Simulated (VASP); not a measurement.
All values below come from TPSS meta-GGA, VASP's PBE PAW potentials (set 64) (plane waves; VASP).

Input for VASP

**KPOINTS**
```
K-points
0
G
 7 7 4
```

### INCAR
```
# general
SYSTEM =AlN
PREC   =Accurate
ENCUT  =520   # plane-wave cut-off (eV)
LREAL  =F   # projection in real space or not
LASPH  =T

# electronic loop
EDIFF  =1E-6
NELM   =100
ALGO   =Normal
LMIXTAU=T

# smearing
ISMEAR =0
SIGMA  =0.05   # width (eV)

# functional
METAGGA=TPSS

# ions
IBRION =2
NSW    =60
ISIF   =3   # ions, shape and volume
EDIFFG =-0.02   # ionic stop

# output
LWAVE  =F
LCHARG =F
```

### POSCAR
```
AlN
1
    1.5566497979    -2.6961965337    -0.0000000000
    1.5566497979     2.6961965337     0.0000000000
    0.0000000000     0.0000000000     4.9837267432
Al N
2 2
Direct
  0.6666670000   0.3333330000   0.5000242274
  0.3333330000   0.6666670000   0.0000242274
  0.6666670000   0.3333330000   0.8819757726
  0.3333330000   0.6666670000   0.3819757726
```

POTCAR, in this order: Al N (PBE.64 set). Program: vasp_std.

The run wrote:

**OUTCAR**
```
 ion  position               nearest neighbor table
   1  0.667  0.333  0.500-   4 1.89   4 1.89   4 1.89   3 1.90   2 3.07   2 3.07   2 3.07   2 3.07
                             2 3.07   2 3.07
   2  0.333  0.667  0.000-   3 1.89   3 1.89   3 1.89   4 1.90   1 3.07   1 3.07   1 3.07   1 3.07
                             1 3.07   1 3.07
   3  0.667  0.333  0.882-   2 1.89   2 1.89   2 1.89   1 1.90
   4  0.333  0.667  0.382-   1 1.89   1 1.89   1 1.89   2 1.90
  LATTYP: Found a hexagonal cell.
 ALAT       =     3.1132995907
 C/A-ratio  =     1.6007861107
 Subroutine PRICEL returns:
 Original cell was already a primitive cell.
 Subroutine GETGRP returns: Found 12 space group operations
The static configuration has the point symmetry C_3v.
 The point group associated with its full space group is C_6v.
The dynamic configuration has the point symmetry C_3v.
 Subroutine INISYM returns: Found 12 space group operations
 Subroutine IBZKPT returns following result:
 Found     24 irreducible k-points:

 Following reciprocal coordinates:
            Coordinates               Weight
  0.000000  0.000000  0.000000      1.000000
  0.142857 -0.000000  0.000000      6.000000
  0.285714  0.000000  0.000000      6.000000
  0.428571  0.000000  0.000000      6.000000
  0.142857  0.142857  0.000000      6.000000
  0.285714  0.142857  0.000000     12.000000
  0.428571  0.142857  0.000000      6.000000
  0.285714  0.285714  0.000000      6.000000
  0.000000  0.000000  0.250000      2.000000
  0.142857 -0.000000  0.250000     12.000000
  0.285714  0.000000  0.250000     12.000000
  0.428571  0.000000  0.250000     12.000000
  0.142857  0.142857  0.250000     12.000000
  0.285714  0.142857  0.250000     24.000000
  0.428571  0.142857  0.250000     12.000000
  0.285714  0.285714  0.250000     12.000000
  0.000000  0.000000  0.500000      1.000000
  0.142857 -0.000000  0.500000      6.000000
...
```

### OSZICAR
```
       N       E                     dE             d eps       ncg     rms          rms(c)
DAV:   1     0.965122402570E+02    0.96512E+02   -0.77153E+03   576   0.134E+03
DAV:   2    -0.284487619464E+02   -0.12496E+03   -0.11630E+03   984   0.369E+02
DAV:   3    -0.357961150943E+02   -0.73474E+01   -0.72633E+01   808   0.909E+01
DAV:   4    -0.360153115244E+02   -0.21920E+00   -0.21868E+00   892   0.196E+01
DAV:   5    -0.360200728242E+02   -0.47613E-02   -0.47599E-02   828   0.240E+00    0.121E+01
DAV:   6    -0.423675127276E+02   -0.63474E+01   -0.12533E+01   576   0.483E+01    0.516E+00
DAV:   7    -0.412678055165E+02    0.10997E+01   -0.35406E+00   680   0.164E+01    0.202E+00
DAV:   8    -0.421663345251E+02   -0.89853E+00   -0.32617E-01   608   0.671E+00    0.142E+00
DAV:   9    -0.416939859859E+02    0.47235E+00   -0.13917E-01   580   0.402E+00    0.748E-01
DAV:  10    -0.421059133813E+02   -0.41193E+00   -0.21432E-01   576   0.521E+00    0.201E-01
DAV:  11    -0.421628877534E+02   -0.56974E-01   -0.22606E-02   704   0.140E+00    0.214E-01
DAV:  12    -0.421580825049E+02    0.48052E-02   -0.12395E-03   672   0.350E-01    0.154E-01
DAV:  13    -0.421754871451E+02   -0.17405E-01   -0.97737E-03   576   0.120E+00    0.549E-02
DAV:  14    -0.421762138222E+02   -0.72668E-03   -0.93915E-04   576   0.312E-01    0.210E-02
DAV:  15    -0.421762327546E+02   -0.18932E-04   -0.98863E-06   744   0.387E-02    0.161E-02
DAV:  16    -0.421762889122E+02   -0.56158E-04   -0.17392E-05   580   0.457E-02    0.960E-03
DAV:  17    -0.421762792746E+02    0.96376E-05   -0.49963E-06   592   0.251E-02    0.463E-03
DAV:  18    -0.421762890832E+02   -0.98086E-05   -0.23297E-06   508   0.157E-02    0.106E-03
DAV:  19    -0.421762877614E+02    0.13218E-05   -0.49379E-07   288   0.691E-03    0.826E-04
DAV:  20    -0.421762867494E+02    0.10120E-05   -0.26240E-07   372   0.651E-03    0.645E-04
DAV:  21    -0.421762882004E+02   -0.14510E-05   -0.34534E-08   288   0.244E-03    0.245E-04
DAV:  22    -0.421762879798E+02    0.22058E-06   -0.74650E-09   288   0.111E-03
   1 F= -.42176288E+02 E0= -.42176288E+02  d E =-.421763E+02
       N       E                     dE             d eps       ncg     rms          rms(c)
DAV:   1    -0.421809406373E+02   -0.46524E-02   -0.15889E-01   648   0.378E+00    0.585E-01
DAV:   2    -0.421761014879E+02    0.48391E-02   -0.25264E-02   668   0.124E+00    0.153E-01
DAV:   3    -0.421763674986E+02   -0.26601E-03   -0.83057E-04   632   0.265E-01    0.546E-02
DAV:   4    -0.421763972669E+02   -0.29768E-04   -0.13418E-04   640   0.137E-01    0.253E-02
DAV:   5    -0.421759823827E+02    0.41488E-03   -0.29556E-04   576   0.180E-01    0.181E-02
DAV:   6    -0.421764320259E+02   -0.44964E-03   -0.83740E-05   576   0.973E-02    0.865E-03
DAV:   7    -0.421763786099E+02    0.53416E-04   -0.64461E-06   588   0.338E-02    0.380E-03
DAV:   8    -0.421764657303E+02   -0.87120E-04   -0.86155E-06   576   0.345E-02    0.109E-03
DAV:   9    -0.421764595825E+02    0.61478E-05   -0.12078E-07   300   0.477E-03    0.105E-03
DAV:  10    -0.421764607537E+02   -0.11712E-05   -0.12206E-08   288   0.117E-03    0.777E-04
DAV:  11    -0.421764601448E+02    0.60895E-06   -0.55724E-09   288   0.693E-04
   2 F= -.42176460E+02 E0= -.42176460E+02  d E =-.172165E-03
       N       E                     dE             d eps       ncg     rms          rms(c)
DAV:   1    -0.421785932316E+02   -0.21325E-02   -0.37447E-02   648   0.184E+00    0.283E-01
DAV:   2    -0.421774399800E+02    0.11533E-02   -0.59411E-03   668   0.601E-01    0.750E-02
DAV:   3    -0.421775706511E+02   -0.13067E-03   -0.19511E-04   632   0.129E-01    0.263E-02
DAV:   4    -0.421774858321E+02    0.84819E-04   -0.30220E-05   636   0.653E-02    0.125E-02
DAV:   5    -0.421775256549E+02   -0.39823E-04   -0.67659E-05   576   0.861E-02    0.875E-03
DAV:   6    -0.421775489200E+02   -0.23265E-04   -0.19910E-05   576   0.474E-02    0.421E-03
DAV:   7    -0.421775592787E+02   -0.10359E-04   -0.14286E-06   392   0.161E-02    0.188E-03
DAV:   8    -0.421775405982E+02    0.18680E-04   -0.19517E-06   448   0.157E-02    0.192E-04
DAV:   9    -0.421775433750E+02   -0.27768E-05   -0.78510E-08   288   0.308E-03    0.470E-04
DAV:  10    -0.421775427488E+02    0.62619E-06   -0.74394E-09   288   0.984E-04
   3 F= -.42177543E+02 E0= -.42177543E+02  d E =-.125477E-02
```

**OUTCAR**
```
------------------------ aborting loop because EDIFF is reached ----------------------------------------
  FORCE on cell =-STRESS in cart. coord.  units (eV):
  Direction    XX          YY          ZZ          XY          YZ          ZX
  --------------------------------------------------------------------------------------
  Total       -0.0130090     -0.0130090      0.0292760      0.0000000      0.0000000      0.0000000
  in kB       -0.4948258     -0.4948258      1.1135762      0.0000000      0.0000000      0.0000000
  external PRESSURE =       0.0413082 kB  Pullay stress =       0.0000000 kB
  volume of cell :       42.12
      direct lattice vectors                 reciprocal lattice vectors
     1.560091269 -2.702157337  0.000000000     0.320494070 -0.185037338  0.000000000
     1.560091269  2.702157337 -0.000000000     0.320494070  0.185037338 -0.000000000
     0.000000000  0.000000000  4.995874006     0.000000000  0.000000000  0.200165176
  FREE ENERGIE OF THE ION-ELECTRON SYSTEM (eV)
  ---------------------------------------------------
  free  energy   TOTEN  =       -42.1775427488 eV

  energy  without entropy=      -42.1775427488  energy(sigma->0) =      -42.17754275

 reached required accuracy - stopping structural energy minimisation
```
(Selected blocks of OUTCAR.)

**CONTCAR**
```
AlN
   1.00000000000000
     1.5600912694345048   -2.7021573372117338    0.0000000000000000
     1.5600912694345048    2.7021573372117338   -0.0000000000000000
     0.0000000000000000    0.0000000000000000    4.9958740064477984
  Al              N
     2     2
Direct
     0.6666669999999968    0.3333330000000032    0.5000403029689818
     0.3333330000000032    0.6666669999999968    0.0000403029689818
     0.6666669999999968    0.3333330000000032    0.8819596970310161
     0.3333330000000032    0.6666669999999968    0.3819596970310161
```

**OUTCAR**
```
 val. band max:        5.9928612527   @ k =   0.0000   0.0000   0.0000

 cond. band min:      10.1337220723   @ k =   0.0000   0.0000   0.0000


 Fermi energy:         6.2860226939

 k-point     1 :       0.0000    0.0000    0.0000
  band No.  band energies     occupation
      1      -9.5704      2.00000
      2      -7.4799      2.00000
      3      -0.0322      2.00000
      4       5.1235      2.00000
      5       5.1236      2.00000
      6       5.7689      2.00000
      7       5.7689      2.00000
      8       5.9929      2.00000
      9      10.1337      0.00000
     10      12.7968      0.00000
     11      16.6508      0.00000
     12      17.3910      0.00000

 k-point     2 :       0.1429   -0.0000    0.0000
  band No.  band energies     occupation
      1      -9.3171      2.00000
      2      -7.3425      2.00000
      3       0.2782      2.00000
      4       4.0188      2.00000
      5       4.7307      2.00000
      6       4.8183      2.00000
      7       5.7173      2.00000
      8       5.8714      2.00000
      9      11.1903      0.00000
     10      13.6950      0.00000
     11      15.5695      0.00000
     12      16.0666      0.00000

 k-point     3 :       0.2857    0.0000    0.0000
  band No.  band energies     occupation
      1      -8.6333      2.00000
      2      -7.0511      2.00000
      3       1.1557      2.00000
      4       2.0312      2.00000
      5       3.1064      2.00000
      6       4.2886      2.00000
      7       5.3932      2.00000
      8       5.5115      2.00000
      9      12.3032      0.00000
     10      13.2812      0.00000
     11      14.0072      0.00000
     12      16.4200      0.00000

 k-point     4 :       0.4286    0.0000    0.0000
  band No.  band energies     occupation
      1      -7.8299      2.00000
      2      -6.9465      2.00000
      3       0.6850      2.00000
      4       1.9709      2.00000
      5       2.3420      2.00000
      6       3.9408      2.00000
...
```

The compound is AlN in the wurtzite structure. This run relaxes it. Symmetry was kept, so distortions that lower it aren't found. The start is the result of an earlier pass.
